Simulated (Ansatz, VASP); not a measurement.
**CaRhO3: VASP beside Ansatz**

Wanted: the spread between two codes on one cell, functional and k mesh.

Method: plane waves, with VASP 6.6.1 beside it; single point at PBEsol, DFT+U, in Ansatz 0.2.0.

### Step 1. The structure

It takes space group Cmcm (No. 63, orthorhombic). The conventional cell has a = 3.113 Å, b = 9.802 Å, c = 7.298 Å, α = 90.00°, β = 90.00°, γ = 90.00°. Nearest to Ca lie 8 O at 2.31 to 2.51 Å. Rh has 6 O at 1.97 to 2.03 Å nearest. O has 2 Rh at 1.97 Å and 2 Ca at 2.31 Å nearest. Nearest to O lie 2 Rh at 2.03 Å and 3 Ca at 2.44 to 2.51 Å. Farther neighbours and most contacts between anions are not listed.

### Step 2. VASP: single point, PBEsol, DFT+U

A single point gives forces, pressure and levels at one fixed geometry, so differences don't come from the geometry; what else differs is listed under the comparison.

Lines of VASP's logs that name or quote its potential files are left out, and so is its time.

Contents of INCAR:

```
SYSTEM = CaRhO3
PREC = Normal
ENCUT = 480
EDIFF = 1E-06
NELM = 150
ISMEAR = -1
SIGMA = 0.05
LREAL = Auto
ALGO = Normal
GGA = PS
NBANDS = 106
ISPIN = 2
MAGMOM = 0 0 0 0 1 -1 1 -1 0 0 0 0 0 0 0 0 0 0 0 0
LDAU = .TRUE.
LDAUTYPE = 2
LDAUL = -1 2 -1
LDAUU = 0 2 0
LDAUJ = 0 0 0
LDAUPRINT = 1
LASPH = .TRUE.
LMAXMIX = 4
LORBIT = 11
LWAVE = .FALSE.
LCHARG = .FALSE.
KPAR = 4
AMIX = 0.2
BMIX = 1E-04
AMIX_MAG = 0.8
BMIX_MAG = 1E-04
```

Contents of POSCAR:

```
CaRhO3
1.0
    1.5565709103     -4.9009609359      0.0000000000
    1.5565709103      4.9009609359      0.0000000000
    0.0000000000      0.0000000000     14.5951721602
Ca Rh O
4 4 12
Direct
    0.7498370300      0.2501629700      0.1250000000
    0.7498370300      0.2501629700      0.6250000000
    0.2501629700      0.7498370300      0.3750000000
    0.2501629700      0.7498370300      0.8750000000
    0.0000000000      0.0000000000      0.2500000000
    0.0000000000      0.0000000000      0.7500000000
    0.0000000000      0.0000000000      0.0000000000
    0.0000000000      0.0000000000      0.5000000000
    0.0755089500      0.9244910500      0.1250000000
    0.0755089500      0.9244910500      0.6250000000
    0.9244910500      0.0755089500      0.3750000000
    0.9244910500      0.0755089500      0.8750000000
    0.3734113300      0.6265886700      0.2239022050
    0.3734113300      0.6265886700      0.7239022050
    0.6265886700      0.3734113300      0.2760977950
    0.6265886700      0.3734113300      0.7760977950
    0.3734113300      0.6265886700      0.0260977950
    0.3734113300      0.6265886700      0.5260977950
    0.6265886700      0.3734113300      0.4739022050
    0.6265886700      0.3734113300      0.9739022050
```

Contents of KPOINTS:

```
Automatic mesh
0
Gamma
8 8 2
0 0 0
```

PAW data sets: Ca_sv, Rh_pv and O (PBE family, release 64).

Command:

```console
mpirun -np 4 vasp_std
```

Numbers of over 12 decimals in the logs are rounded to 6 here.

The log of the run:

```text
[banner, memory and clock lines left out]
running    4 mpi-ranks, on    1 nodes
 distrk:  each k-point on    1 cores,    4 groups
 distr:  one band on    1 cores,    1 groups

 POSCAR found type information on POSCAR CaRhO
 POSCAR found :  3 types and      20 ions
|                                                                             |
|               ----> ADVICE to this user running VASP <----                  |
|                                                                             |
|     You enforced a specific xc type in the INCAR file but a different       |
|     [... a line on the potential file left out ...]
|     I HOPE YOU KNOW WHAT YOU ARE DOING!                                     |
|                                                                             |

 LDA part: xc-table for (Slater+PW92), standard interpolation
 POSCAR, INCAR and KPOINTS ok, starting setup
 FFT: planning ... GRIDC
 FFT: planning ... GRID_SOFT
 FFT: planning ... GRID
 WAVECAR not read
 entering main loop
       N       E                     dE             d eps       ncg     rms          rms(c)
DAV:   1     0.201838385458E+04    0.20184E+04   -0.91933E+04 18272   0.163E+03
DAV:   2     0.535713322920E+02   -0.19648E+04   -0.18736E+04 18886   0.510E+02
DAV:   3    -0.150247466570E+03   -0.20382E+03   -0.20019E+03 23296   0.155E+02
DAV:   4    -0.157668843124E+03   -0.74214E+01   -0.73844E+01 24304   0.278E+01
DAV:   5    -0.158097892176E+03   -0.42905E+00   -0.42871E+00 30296   0.503E+00    0.623E+01
DAV:   6    -0.131727065530E+03    0.26371E+02   -0.62621E+01 20144   0.347E+01    0.297E+01
DAV:   7    -0.132250757524E+03   -0.52369E+00   -0.96802E+00 19904   0.991E+00    0.267E+01
DAV:   8    -0.132279319555E+03   -0.28562E-01   -0.50629E-01 26064   0.278E+00    0.192E+01
DAV:   9    -0.132373876069E+03   -0.94557E-01   -0.22950E-01 20448   0.241E+00    0.838E+00
DAV:  10    -0.132380731878E+03   -0.68558E-02   -0.15286E-01 19528   0.204E+00    0.189E+00
DAV:  11    -0.132382405208E+03   -0.16733E-02   -0.25858E-02 21184   0.699E-01    0.112E+00
DAV:  12    -0.132382500700E+03   -0.95491E-04   -0.40456E-03 20272   0.253E-01    0.554E-01
DAV:  13    -0.132382025773E+03    0.47493E-03   -0.32768E-03 20288   0.256E-01    0.211E-01
DAV:  14    -0.132382080906E+03   -0.55133E-04   -0.80580E-04 21128   0.108E-01    0.131E-01
DAV:  15    -0.132382059535E+03    0.21371E-04   -0.31022E-04 20952   0.722E-02    0.760E-02
DAV:  16    -0.132382069588E+03   -0.10053E-04   -0.68457E-05 20392   0.308E-02    0.509E-02
DAV:  17    -0.132382067704E+03    0.18838E-05   -0.21348E-05 19304   0.176E-02    0.293E-02
DAV:  18    -0.132382068984E+03   -0.12795E-05   -0.63068E-06 18416   0.112E-02    0.112E-02
DAV:  19    -0.132382068615E+03    0.36861E-06   -0.22978E-06 13624   0.656E-03
   1 F= -.13238207E+03 E0= -.13235266E+03  d E =-.588092E-01  mag=     0.0000
```

From OUTCAR (step 2):

```text
ion  position               nearest neighbor table
   1  0.750  0.250  0.125-   9 2.31   9 2.31  13 2.44  13 2.44  17 2.44  17 2.44  20 2.51  15 2.51
                             7 3.06   5 3.06
   2  0.750  0.250  0.625-  10 2.31  10 2.31  14 2.44  14 2.44  18 2.44  18 2.44  19 2.51  16 2.51
                             8 3.06   6 3.06
   3  0.250  0.750  0.375-  11 2.31  11 2.31  19 2.44  15 2.44  15 2.44  19 2.44  18 2.51  13 2.51
                             8 3.06   5 3.06
   4  0.250  0.750  0.875-  12 2.31  12 2.31  20 2.44  16 2.44  16 2.44  20 2.44  17 2.51  14 2.51
                             7 3.06   6 3.06
   5  0.000  0.000  0.250-   9 1.97  11 1.97  15 2.03  13 2.03  15 2.03  13 2.03   1 3.06   3 3.06

  LATTYP: Found a base centered orthorhombic cell.
 ALAT       =     3.1131418206
 B/A-ratio  =     3.1485625894
 C/A-ratio  =     4.6882451881

 Subroutine GETGRP returns: Found  8 space group operations
 (whereof  4 operations were pure point group operations)

The static configuration has the point symmetry C_2h.
 The point group associated with its full space group is D_2h.

 Found     42 irreducible k-points:

   k-points           NKPTS =     42   k-points in BZ     NKDIM =     42   number of bands    NBANDS=    106

   dimension x,y,z NGX =    28 NGY =   28 NGZ =   80
   dimension x,y,z NGXF=    56 NGYF=   56 NGZF=  160

   ENCUT  =  480.0 eV  35.28 Ry    5.94 a.u.   9.19  9.19 26.07*2*pi/ulx,y,z

   NELECT =     172.0000    total number of electrons

 k-points in reciprocal lattice and weights: Automatic mesh
   0.00000000  0.00000000  0.00000000       0.008
   0.12500000  0.00000000  0.00000000       0.031
   0.25000000  0.00000000  0.00000000       0.031
   0.37500000  0.00000000  0.00000000       0.031
   0.50000000  0.00000000  0.00000000       0.016
   0.12500000  0.12500000  0.00000000       0.016
   0.25000000  0.12500000  0.00000000       0.031
   0.37500000  0.12500000  0.00000000       0.031
   0.50000000  0.12500000  0.00000000       0.031
[...]
-0.37500000  0.37500000  0.50000000       0.016
   0.50000000  0.50000000  0.50000000       0.008

atom =   5  type =  2  l = 2

 onsite density matrix

spin component  1

  0.5157  0.0000  0.0000  0.1351  0.0000
  0.0000  0.8146 -0.1757 -0.0000  0.0255
  0.0000 -0.1757  0.6231 -0.0000  0.0530
  0.1351 -0.0000 -0.0000  0.8902  0.0000
  0.0000  0.0255  0.0530  0.0000  0.9098

spin component  2

  0.4573  0.0000  0.0000  0.0130  0.0000
  0.0000  0.7519 -0.1376  0.0000  0.0507
  0.0000 -0.1376  0.5789 -0.0000  0.0311
  0.0130  0.0000 -0.0000  0.5282  0.0000
  0.0000  0.0507  0.0311  0.0000  0.8945

 occupancies and eigenvectors

  o =  0.4550  v =  0.0000  0.0000  0.0000  0.0000  0.0000  0.9846 -0.0000 -0.0000 -0.1746 -0.0000      0.0000  0.0000  0.0000  0.0000  0.0000  0.0000  0.0000  0.0000  0.0000  0.0000
  o =  0.4721  v = -0.9516  0.0000  0.0000  0.3075  0.0000  0.0000  0.0000  0.0000  0.0000  0.0000      0.0000  0.0000  0.0000  0.0000  0.0000  0.0000  0.0000  0.0000  0.0000  0.0000
  o =  0.4961  v =  0.0000  0.0000  0.0000  0.0000  0.0000  0.0000  0.4896  0.8623 -0.0000 -0.1297      0.0000  0.0000  0.0000  0.0000  0.0000  0.0000  0.0000  0.0000  0.0000  0.0000
  o =  0.5101  v =  0.0000 -0.5036 -0.8517 -0.0000  0.1450  0.0000  0.0000  0.0000  0.0000  0.0000      0.0000  0.0000  0.0000  0.0000  0.0000  0.0000  0.0000  0.0000  0.0000  0.0000
[...]
k-point     2 :       0.1250    0.0000    0.0000
  band No.  band energies     occupation
    ...
     83       4.6653      0.99999
     84       4.7659      0.99995
     85       5.0097      0.99311
     86       5.1503      0.89645
     87       5.2035      0.74915
     88       5.7187      0.00010
     89       7.4424      0.00000
     90       7.7685      0.00000
     91       7.8043      0.00000
     92       7.9469      0.00000
    ...

 k-point     3 :       0.2500    0.0000    0.0000
  band No.  band energies     occupation
    ...
     82       4.4837      1.00000
     83       4.5595      1.00000
     84       4.5635      1.00000
     85       4.8474      0.99973
     86       4.8526      0.99970
     87       5.3154      0.24155
     88       5.6915      0.00017
     89       7.3836      0.00000
     90       7.6206      0.00000
     91       7.6240      0.00000
    ...

 k-point     4 :       0.3750    0.0000    0.0000
  band No.  band energies     occupation
    ...
     82       4.1553      1.00000
     83       4.4210      1.00000
     84       4.4274      1.00000
     85       4.7506      0.99996
     86       4.7735      0.99994
     87       5.6324      0.00056
     88       5.8085      0.00002
     89       7.3672      0.00000
     90       7.4870      0.00000
     91       7.5444      0.00000
    ...

 k-point     5 :       0.5000    0.0000    0.0000
  band No.  band energies     occupation
    ...
     82       3.9051      1.00000
     83       4.3149      1.00000
     84       4.3337      1.00000
     85       4.8360      0.99979
     86       4.8393      0.99977
     87       5.7492      0.00005
     88       5.8853      0.00000
     89       7.3608      0.00000
     90       7.3943      0.00000
     91       7.5260      0.00000
    ...

 k-point     6 :       0.1250    0.1250    0.0000
  band No.  band energies     occupation
    ...
     82       4.4782      1.00000
     83       4.5377      1.00000
     84       4.5636      1.00000
     85       4.8267      0.99982
     86       4.8351      0.99979
     87       5.3218      0.21893
     88       5.6733      0.00025
     89       7.4014      0.00000
     90       7.6852      0.00000
     91       7.6936      0.00000
    ...

 spin component 2
 k-point     1 :       0.0000    0.0000    0.0000
  band No.  band energies     occupation
    ...
     81       4.0625      1.00000
     82       4.5916      1.00000
     83       4.7477      0.99996
     84       4.8877      0.99940
     85       4.9694      0.99691
     86       5.2652      0.46512
     87       5.3325      0.18465
     88       5.7576      0.00005
     89       7.4856      0.00000
     90       7.9629      0.00000
    ...

  Total       -5.1377788     -4.7983503     -6.3131940      0.0000000      0.0000000      0.0000000
  in kB      -36.9655027    -34.5233683    -45.4224282      0.0000000      0.0000000      0.0000000
  external PRESSURE =     -38.9704331 kB  Pullay stress =       0.0000000 kB

  energy-cutoff  :      480.00
  volume of cell :      222.68
      direct lattice vectors                 reciprocal lattice vectors
     1.556570910 -4.900960936  0.000000000     0.321218903 -0.102020809  0.000000000
     1.556570910  4.900960936  0.000000000     0.321218903  0.102020809  0.000000000
     0.000000000  0.000000000 14.595172160     0.000000000  0.000000000  0.068515807

 POSITION                                       TOTAL-FORCE (eV/Angst)
 -----------------------------------------------------------------------------------
      1.55657     -2.44888      1.82440         0.000000     -0.018977      0.000000
      1.55657     -2.44888      9.12198         0.000000     -0.018977      0.000000
      1.55657      2.44888      5.47319         0.000000     -0.028836     -0.000000
      1.55657      2.44888     12.77078         0.000000     -0.028836      0.000000
      0.00000      0.00000      3.64879         0.000000      0.014941     -0.019644
      0.00000      0.00000     10.94638         0.000000      0.014941     -0.019644
      0.00000      0.00000      0.00000         0.000000      0.014941      0.019644
      0.00000      0.00000      7.29759         0.000000      0.014941      0.019644
      1.55657      4.16083      1.82440         0.000000      0.114510      0.000000
      1.55657      4.16083      9.12198         0.000000      0.114510      0.000000
      1.55657     -4.16083      5.47319         0.000000     -0.012071      0.000000
      1.55657     -4.16083     12.77078         0.000000     -0.012071      0.000000
      1.55657      1.24081      3.26789         0.000000     -0.109766      0.018827
      1.55657      1.24081     10.56548         0.000000     -0.109766      0.018827
      1.55657     -1.24081      4.02969         0.000000      0.067512     -0.089366
      1.55657     -1.24081     11.32728         0.000000      0.067512     -0.089366
      1.55657      1.24081      0.38090         0.000000     -0.109766     -0.018827
      1.55657      1.24081      7.67849         0.000000     -0.109766     -0.018827
      1.55657     -1.24081      6.91668         0.000000      0.067512      0.089366
      1.55657     -1.24081     14.21427         0.000000      0.067512      0.089366
 -----------------------------------------------------------------------------------
    total drift:                                0.000000     -0.000069      0.000000

  FREE ENERGIE OF THE ION-ELECTRON SYSTEM (eV)
  ---------------------------------------------------
  free  energy   TOTEN  =      -132.3820686153 eV

  energy  without entropy=     -132.3232594143  energy(sigma->0) =     -132.35266401

 total charge
# of ion       s       p       d       tot
------------------------------------------
    1        2.033   5.870   0.294   8.197
    2        2.033   5.870   0.294   8.197
    3        2.032   5.870   0.295   8.198
    4        2.032   5.870   0.295   8.198
    5        0.376   6.390   6.913  13.679
    6        0.376   6.390   6.913  13.679
    7        0.376   6.390   6.913  13.679
    8        0.376   6.390   6.913  13.679
    9        1.563   3.426   0.000   4.989
   10        1.563   3.426   0.000   4.989
   11        1.562   3.432   0.000   4.993
   12        1.562   3.432   0.000   4.993
   13        1.561   3.397   0.000   4.958
   14        1.561   3.397   0.000   4.958
   15        1.561   3.399   0.000   4.960
   16        1.561   3.399   0.000   4.960
   17        1.561   3.397   0.000   4.958
   18        1.561   3.397   0.000   4.958
   19        1.561   3.399   0.000   4.960
   20        1.561   3.399   0.000   4.960
--------------------------------------------------
tot         28.372  89.936  28.833 147.141

 magnetization (x)
# of ion       s       p       d       tot
------------------------------------------
    1        0.003   0.003   0.001   0.007
    2       -0.003  -0.003  -0.001  -0.007
    3        0.000   0.000   0.000   0.000
    4        0.000   0.000   0.000   0.000
    5        0.002   0.002   0.542   0.546
    6       -0.002  -0.002  -0.542  -0.546
    7        0.002   0.002   0.542   0.546
    8       -0.002  -0.002  -0.542  -0.546
    9        0.003   0.152   0.000   0.154
   10       -0.003  -0.152   0.000  -0.154
   11        0.000   0.000   0.000   0.000
   12        0.000   0.000   0.000   0.000
   13        0.002   0.098   0.000   0.100
   14       -0.002  -0.098   0.000  -0.100
   15        0.001   0.076   0.000   0.077
   16       -0.001  -0.076   0.000  -0.077
   17        0.002   0.098   0.000   0.100
   18       -0.002  -0.098   0.000  -0.100
   19       -0.001  -0.076   0.000  -0.077
   20        0.001   0.076   0.000   0.077
--------------------------------------------------
tot          0.000   0.000   0.000   0.000
```

The run ends at a pressure of -3.90 GPa, with forces up to 0.11 eV/Å.

[end of part 1 of 2]

[Lines on the potential files, build, host, timing and source positions are cut from VASP's logs without a mark.]

[Logs are printed without paths, hosts, clocks, repeated set-up lines and the standing remarks that a program may print on its own settings, such as how far it seeks lower states.]

[Hosts, paths, dates, database ids (printed as entryN), source tags and the programs' standing remarks are cut or masked in the printed files.]
